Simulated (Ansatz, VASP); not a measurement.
# Au (Au wire along [100], 24 atoms a period) in two plane-wave programs, part 2 of 3

Wanted: the spread between two codes on one cell, functional and k mesh. Of the first pair: The structure shown is the start of the Ansatz relaxation below; VASP solves that cell, so the two are compared at the walk's first step.

VASP 6.6.1 and Ansatz 0.2.0.

So far: The starting structure; Ansatz: relaxation, PBE.

## 3. VASP: single point, PBE, start cell, pair 1

Level of this step: PBE; plane waves and PAW (Au) (VASP).

The same cell, functional, mesh and smearing now go to VASP, with its own data sets.

Lines of VASP's logs that name or quote its potential files are left out, and so is its time.

INCAR

```
SYSTEM = Au
PREC = Accurate
ENCUT = 400
EDIFF = 1E-06
NELM = 120
ISMEAR = -1
SIGMA = 0.05
LREAL = .FALSE.
ALGO = Normal
GGA = PE
NBANDS = 163
LASPH = .TRUE.
LORBIT = 11
LWAVE = .FALSE.
LCHARG = .FALSE.
ISIF = 2
GGA_COMPAT = .FALSE.
KPAR = 4
```

POSCAR

```
Au
1.0
   17.2000000000      0.0000000000      0.0000000000
    0.0000000000     17.2000000000      0.0000000000
    0.0000000000      0.0000000000      4.1600000000
Au
24
Direct
    0.1976744186      0.4395348837      0.0000000000
    0.3186046512      0.3186046512      0.0000000000
    0.3186046512      0.5604651163      0.0000000000
    0.4395348837      0.1976744186      0.0000000000
    0.4395348837      0.4395348837      0.0000000000
    0.4395348837      0.6813953488      0.0000000000
    0.5604651163      0.3186046512      0.0000000000
    0.5604651163      0.5604651163      0.0000000000
    0.5604651163      0.8023255814      0.0000000000
    0.6813953488      0.4395348837      0.0000000000
    0.6813953488      0.6813953488      0.0000000000
    0.8023255814      0.5604651163      0.0000000000
    0.1976744186      0.5604651163      0.5000000000
    0.3186046512      0.4395348837      0.5000000000
    0.3186046512      0.6813953488      0.5000000000
    0.4395348837      0.3186046512      0.5000000000
    0.4395348837      0.5604651163      0.5000000000
    0.4395348837      0.8023255814      0.5000000000
    0.5604651163      0.1976744186      0.5000000000
    0.5604651163      0.4395348837      0.5000000000
    0.5604651163      0.6813953488      0.5000000000
    0.6813953488      0.3186046512      0.5000000000
    0.6813953488      0.5604651163      0.5000000000
    0.8023255814      0.4395348837      0.5000000000
```

KPOINTS

```
Automatic mesh
0
Gamma
1 1 20
0 0 0
```

PAW data sets: Au (PBE family, release 64).

On the command line:

```sh
$ mpirun -np 4 vasp_std
```

Numbers of over 12 decimals in the logs are rounded to 6 here.

Log:

```text
[banner, memory and clock lines left out]
running    4 mpi-ranks, on    1 nodes
 distrk:  each k-point on    1 cores,    4 groups
 distr:  one band on    1 cores,    1 groups

 POSCAR found type information on POSCAR Au
 POSCAR found :  1 types and      24 ions
|                                                                             |
|               ----> ADVICE to this user running VASP <----                  |
|                                                                             |
|     You have a (more or less) 'large supercell' and for larger cells it     |
|     might be more efficient to use real-space projection operators.         |
|     Therefore, try LREAL= Auto in the INCAR file.                           |
|     Mind: For very accurate calculation, you might also keep the            |
|     reciprocal projection scheme (i.e. LREAL=.FALSE.).                      |
|                                                                             |

 LDA part: xc-table for (Slater+PW92), standard interpolation
 POSCAR, INCAR and KPOINTS ok, starting setup
 FFT: planning ... GRIDC
 FFT: planning ... GRID_SOFT
 FFT: planning ... GRID
 WAVECAR not read
 entering main loop
       N       E                     dE             d eps       ncg     rms          rms(c)
DAV:   1     0.156273552699E+04    0.15627E+04   -0.99263E+04  3594   0.111E+03
DAV:   2     0.352894033157E+02   -0.15274E+04   -0.13984E+04  4244   0.246E+02
DAV:   3    -0.695168385362E+02   -0.10481E+03   -0.10027E+03  4100   0.591E+01
DAV:   4    -0.720140562765E+02   -0.24972E+01   -0.24834E+01  4116   0.911E+00
DAV:   5    -0.720897502354E+02   -0.75694E-01   -0.75607E-01  4052   0.160E+00    0.292E+01
DAV:   6    -0.673497715306E+02    0.47400E+01   -0.14526E+01  3910   0.137E+01    0.214E+01
DAV:   7    -0.671320538195E+02    0.21772E+00   -0.20213E+00  3747   0.716E+00    0.873E+00
DAV:   8    -0.670616330119E+02    0.70421E-01   -0.43266E-01  3665   0.578E+00    0.285E+00
DAV:   9    -0.670339808306E+02    0.27652E-01   -0.66349E-02  3737   0.170E+00    0.356E-01
DAV:  10    -0.670330898559E+02    0.89097E-03   -0.16497E-02  3918   0.542E-01    0.145E-01
DAV:  11    -0.670332587828E+02   -0.16893E-03   -0.11174E-03  3805   0.137E-01    0.775E-02
DAV:  12    -0.670333379101E+02   -0.79127E-04   -0.11597E-04  3894   0.268E-02    0.214E-02
DAV:  13    -0.670333475882E+02   -0.96781E-05   -0.15287E-05  3947   0.150E-02    0.649E-03
DAV:  14    -0.670333527258E+02   -0.51376E-05   -0.40818E-06  3206   0.996E-03    0.635E-03
DAV:  15    -0.670333599255E+02   -0.71998E-05   -0.39363E-06  2952   0.820E-03    0.315E-03
DAV:  16    -0.670333668818E+02   -0.69563E-05   -0.13464E-06  2303   0.285E-03    0.274E-03
DAV:  17    -0.670333714016E+02   -0.45198E-05   -0.85681E-07  2334   0.280E-03    0.983E-04
DAV:  18    -0.670333742842E+02   -0.28827E-05   -0.19340E-07  2290   0.889E-04    0.668E-04
DAV:  19    -0.670333773624E+02   -0.30782E-05   -0.19048E-07  2328   0.526E-04    0.701E-04
DAV:  20    -0.670333796500E+02   -0.22875E-05   -0.10881E-07  2304   0.709E-04    0.300E-04
DAV:  21    -0.670333811307E+02   -0.14808E-05   -0.60561E-08  2228   0.437E-04    0.136E-04
DAV:  22    -0.670333819693E+02   -0.83857E-06   -0.25353E-08  2205   0.182E-04
   1 F= -.67033382E+02 E0= -.67002243E+02  d E =-.622770E-01
```

OUTCAR, selected parts (step 3):

```text
ion  position               nearest neighbor table
   1  0.198  0.440  0.000-   2 2.94  14 2.94  14 2.94  13 2.94  13 2.94   3 2.94
   2  0.319  0.319  0.000-   5 2.94  14 2.94  16 2.94  14 2.94  16 2.94   4 2.94   1 2.94
   3  0.319  0.560  0.000-   6 2.94  15 2.94  17 2.94  15 2.94  17 2.94   5 2.94  13 2.94  13 2.94
                            14 2.94  14 2.94   1 2.94
   4  0.440  0.198  0.000-   2 2.94  16 2.94  16 2.94  19 2.94  19 2.94   7 2.94
   5  0.440  0.440  0.000-   2 2.94  14 2.94  16 2.94  14 2.94  16 2.94   3 2.94   7 2.94  17 2.94
                            20 2.94  17 2.94  20 2.94   8 2.94
   6  0.440  0.681  0.000-   3 2.94  15 2.94  17 2.94  15 2.94  17 2.94   8 2.94  18 2.94  18 2.94
                            21 2.94  21 2.94   9 2.94
   7  0.560  0.319  0.000-  10 2.94  20 2.94  22 2.94  20 2.94  22 2.94   5 2.94  19 2.94  19 2.94
                            16 2.94  16 2.94   4 2.94
   8  0.560  0.560  0.000-  11 2.94  21 2.94  23 2.94  21 2.94  23 2.94  10 2.94   6 2.94  17 2.94
                            20 2.94  17 2.94  20 2.94   5 2.94
   9  0.560  0.802  0.000-  11 2.94  21 2.94  21 2.94  18 2.94  18 2.94   6 2.94
  10  0.681  0.440  0.000-   7 2.94  20 2.94  22 2.94  20 2.94  22 2.94   8 2.94  24 2.94  24 2.94
                            23 2.94  23 2.94  12 2.94
  11  0.681  0.681  0.000-   8 2.94  21 2.94  23 2.94  21 2.94  23 2.94   9 2.94  12 2.94
  12  0.802  0.560  0.000-  11 2.94  23 2.94  23 2.94  24 2.94  24 2.94  10 2.94
  13  0.198  0.560  0.500-  15 2.94   3 2.94   3 2.94   1 2.94   1 2.94  14 2.94
  14  0.319  0.440  0.500-  16 2.94   5 2.94   2 2.94   2 2.94   5 2.94  17 2.94   1 2.94   1 2.94
                             3 2.94   3 2.94  13 2.94
  15  0.319  0.681  0.500-  17 2.94   6 2.94   3 2.94   3 2.94   6 2.94  13 2.94  18 2.94
  16  0.440  0.319  0.500-  14 2.94   5 2.94   2 2.94   2 2.94   5 2.94  20 2.94   4 2.94   4 2.94
                             7 2.94   7 2.94  19 2.94
  17  0.440  0.560  0.500-  15 2.94   6 2.94   3 2.94   3 2.94   6 2.94  14 2.94  21 2.94   8 2.94
                             5 2.94   5 2.94   8 2.94  20 2.94
  18  0.440  0.802  0.500-  15 2.94   6 2.94   6 2.94   9 2.94   9 2.94  21 2.94
  19  0.560  0.198  0.500-  22 2.94   7 2.94   7 2.94   4 2.94   4 2.94  16 2.94
  20  0.560  0.440  0.500-  22 2.94  10 2.94   7 2.94   7 2.94  10 2.94  16 2.94  23 2.94   5 2.94
                             5 2.94   8 2.94   8 2.94  17 2.94
  21  0.560  0.681  0.500-  23 2.94  11 2.94   8 2.94   8 2.94  11 2.94  17 2.94   9 2.94   9 2.94
                             6 2.94   6 2.94  18 2.94
  22  0.681  0.319  0.500-  20 2.94  10 2.94   7 2.94   7 2.94  10 2.94  19 2.94  24 2.94
  23  0.681  0.560  0.500-  21 2.94  11 2.94   8 2.94   8 2.94  11 2.94  20 2.94  12 2.94  12 2.94
                            10 2.94  10 2.94  24 2.94
  24  0.802  0.440  0.500-  22 2.94  10 2.94  10 2.94  12 2.94  12 2.94  23 2.94

  LATTYP: Found a simple tetragonal cell.
 ALAT       =    17.2000000000
 C/A-ratio  =     0.2418604651

 Subroutine GETGRP returns: Found 16 space group operations
 (whereof  8 operations were pure point group operations)

The static configuration has the point symmetry D_2h.
 The point group associated with its full space group is D_4h.

 Found     11 irreducible k-points:

   k-points           NKPTS =     11   k-points in BZ     NKDIM =     11   number of bands    NBANDS=    163

   dimension x,y,z NGX =   112 NGY =  112 NGZ =   28
   dimension x,y,z NGXF=   224 NGYF=  224 NGZF=   56

   ENCUT  =  400.0 eV  29.40 Ry    5.42 a.u.  28.05 28.05  6.78*2*pi/ulx,y,z

   NELECT =     264.0000    total number of electrons

 k-points in reciprocal lattice and weights: Automatic mesh
   0.00000000  0.00000000  0.00000000       0.050
   0.00000000  0.00000000  0.05000000       0.100
   0.00000000  0.00000000  0.10000000       0.100
   0.00000000  0.00000000  0.15000000       0.100
   0.00000000  0.00000000  0.20000000       0.100
   0.00000000  0.00000000  0.25000000       0.100
   0.00000000  0.00000000  0.30000000       0.100
   0.00000000  0.00000000  0.35000000       0.100
   0.00000000  0.00000000  0.40000000       0.100
   0.00000000  0.00000000  0.45000000       0.100
   0.00000000  0.00000000  0.50000000       0.050

 average (electrostatic) potential at core
       1 -72.8090       2 -72.9535       3 -73.4766       4 -72.8090       5 -73.6604
       6 -73.4766       7 -73.4766       8 -73.6604       9 -72.8090      10 -73.4766
      11 -72.9535      12 -72.8090      13 -72.8090      14 -73.4766      15 -72.9535
      16 -73.4766      17 -73.6604      18 -72.8090      19 -72.8090      20 -73.6604
      21 -73.4766      22 -72.9535      23 -73.4766      24 -72.8090

 E-fermi :  -0.3143

 k-point     1 :       0.0000    0.0000    0.0000
  band No.  band energies     occupation
    ...
    129      -1.4175      2.00000
    130      -1.1891      2.00000
    131      -1.1891      2.00000
    132      -0.7323      1.99953
    133      -0.6139      1.99501
    134       0.4250      0.00000
    135       0.4798      0.00000
    136       0.5771      0.00000
    137       0.5771      0.00000
    138       1.3792      0.00000
    ...

 k-point     2 :       0.0000    0.0000    0.0500
  band No.  band energies     occupation
    ...
    129      -1.3531      2.00000
    130      -1.1776      2.00000
    131      -1.1776      2.00000
    132      -0.7134      1.99932
    133      -0.5766      1.98952
    134       0.4397      0.00000
    135       0.5015      0.00000
    136       0.6152      0.00000
    137       0.6152      0.00000
    138       1.4059      0.00000
    ...

 k-point     3 :       0.0000    0.0000    0.1000
  band No.  band energies     occupation
    ...
    129      -1.1847      2.00000
    130      -1.1442      2.00000
    131      -1.1442      2.00000
    132      -0.6559      1.99785
    133      -0.4729      1.91962
    134       0.4768      0.00000
    135       0.5654      0.00000
    136       0.7225      0.00000
    137       0.7225      0.00000
    138       1.4818      0.00000
    ...

  Total      -14.5808920    -14.5808920    -18.7337418     -0.0000000      0.0000000      0.0000000
  in kB      -18.9821084    -18.9821084    -24.3884887     -0.0000000      0.0000000      0.0000000
  external PRESSURE =     -20.7842352 kB  Pullay stress =       0.0000000 kB

  energy-cutoff  :      400.00
  volume of cell :     1230.69
      direct lattice vectors                 reciprocal lattice vectors
    17.200000000  0.000000000  0.000000000     0.058139535  0.000000000  0.000000000
     0.000000000 17.200000000  0.000000000     0.000000000  0.058139535  0.000000000
     0.000000000  0.000000000  4.160000000     0.000000000  0.000000000  0.240384615

 POSITION                                       TOTAL-FORCE (eV/Angst)
 -----------------------------------------------------------------------------------
      3.40000      7.56000      0.00000         0.698991      0.318508      0.000000
      5.48000      5.48000      0.00000         0.294198      0.294198     -0.000000
      5.48000      9.64000      0.00000        -0.328549      0.294748      0.000000
      7.56000      3.40000      0.00000         0.318508      0.698991      0.000000
      7.56000      7.56000      0.00000        -0.004738     -0.004738      0.000000
      7.56000     11.72000      0.00000        -0.294748      0.328549     -0.000000
      9.64000      5.48000      0.00000         0.294748     -0.328549      0.000000
      9.64000      9.64000      0.00000         0.004738      0.004738     -0.000000
      9.64000     13.80000      0.00000        -0.318508     -0.698991     -0.000000
     11.72000      7.56000      0.00000         0.328549     -0.294748     -0.000000
     11.72000     11.72000      0.00000        -0.294198     -0.294198      0.000000
     13.80000      9.64000      0.00000        -0.698991     -0.318508     -0.000000
      3.40000      9.64000      2.08000         0.698991     -0.318508      0.000000
      5.48000      7.56000      2.08000        -0.328549     -0.294748      0.000000
      5.48000     11.72000      2.08000         0.294198     -0.294198      0.000000
      7.56000      5.48000      2.08000        -0.294748     -0.328549     -0.000000
      7.56000      9.64000      2.08000        -0.004738      0.004738     -0.000000
      7.56000     13.80000      2.08000         0.318508     -0.698991     -0.000000
      9.64000      3.40000      2.08000        -0.318508      0.698991     -0.000000
      9.64000      7.56000      2.08000         0.004738     -0.004738      0.000000
      9.64000     11.72000      2.08000         0.294748      0.328549      0.000000
     11.72000      5.48000      2.08000        -0.294198      0.294198     -0.000000
     11.72000      9.64000      2.08000         0.328549      0.294748     -0.000000
     13.80000      7.56000      2.08000        -0.698991      0.318508     -0.000000
 -----------------------------------------------------------------------------------
    total drift:                                0.000000      0.000000     -0.000000

  FREE ENERGIE OF THE ION-ELECTRON SYSTEM (eV)
  ---------------------------------------------------
  free  energy   TOTEN  =       -67.0333819693 eV

  energy  without entropy=      -66.9711049269  energy(sigma->0) =      -67.00224345

 total charge
# of ion       s       p       d       tot
------------------------------------------
    1        0.549   0.145   8.828   9.523
    2        0.530   0.175   8.823   9.528
    3        0.511   0.281   8.768   9.560
    4        0.549   0.145   8.828   9.523
    5        0.507   0.310   8.765   9.582
    6        0.511   0.281   8.768   9.560
    7        0.511   0.281   8.768   9.560
    8        0.507   0.310   8.765   9.582
    9        0.549   0.145   8.828   9.523
   10        0.511   0.281   8.768   9.560
   11        0.530   0.175   8.823   9.528
   12        0.549   0.145   8.828   9.523
   13        0.549   0.145   8.828   9.523
   14        0.511   0.281   8.768   9.560
   15        0.530   0.175   8.823   9.528
   16        0.511   0.281   8.768   9.560
   17        0.507   0.310   8.765   9.582
   18        0.549   0.145   8.828   9.523
   19        0.549   0.145   8.828   9.523
   20        0.507   0.310   8.765   9.582
   21        0.511   0.281   8.768   9.560
   22        0.530   0.175   8.823   9.528
   23        0.511   0.281   8.768   9.560
   24        0.549   0.145   8.828   9.523
--------------------------------------------------
tot         12.633   5.350 211.119 229.102

[... 3 further parts left out ...]
```

## 4. Differences

Known differences besides the potentials themselves: the data sets hold 456 valence electrons in Ansatz (on its PAW soft_1 files) and 264 in VASP; the cutoff is 420 eV in Ansatz and 400 eV in VASP. Total energies have different zeros and are not compared.

Forces on 10 of the 24 atoms, those with the largest forces and the largest differences (eV/Å; atoms numbered as in POSCAR):

```tsv
atom	Ansatz x, y, z	VASP x, y, z
Au1	0.696, 0.316, 0.000	0.699, 0.319, 0.000
Au2	0.290, 0.290, 0.000	0.294, 0.294, 0.000
Au4	0.316, 0.696, 0.000	0.319, 0.699, 0.000
Au9	-0.316, -0.696, 0.000	-0.319, -0.699, 0.000
Au11	-0.290, -0.290, 0.000	-0.294, -0.294, 0.000
Au12	-0.696, -0.316, 0.000	-0.699, -0.319, 0.000
Au13	0.696, -0.316, 0.000	0.699, -0.319, 0.000
Au15	0.290, -0.290, 0.000	0.294, -0.294, 0.000
Au19	-0.316, 0.696, 0.000	-0.319, 0.699, 0.000
Au24	-0.696, 0.316, 0.000	-0.699, 0.319, 0.000
```

The forces differ by 2.7 meV/Å r.m.s., which is 0.9 % of the r.m.s. force of 0.311 eV/Å (both taken over all components).

(Continued in part 3 of 3.)

[Lines on the potential files, build, host, timing and source positions are cut from VASP's logs without a mark.]

[Logs are printed without paths, hosts, clocks, repeated set-up lines and the standing remarks that a program may print on its own settings, such as how far it seeks lower states.]

[Hosts, paths, dates, database ids (printed as entryN), source tags and the programs' standing remarks are cut or masked in the printed files.]
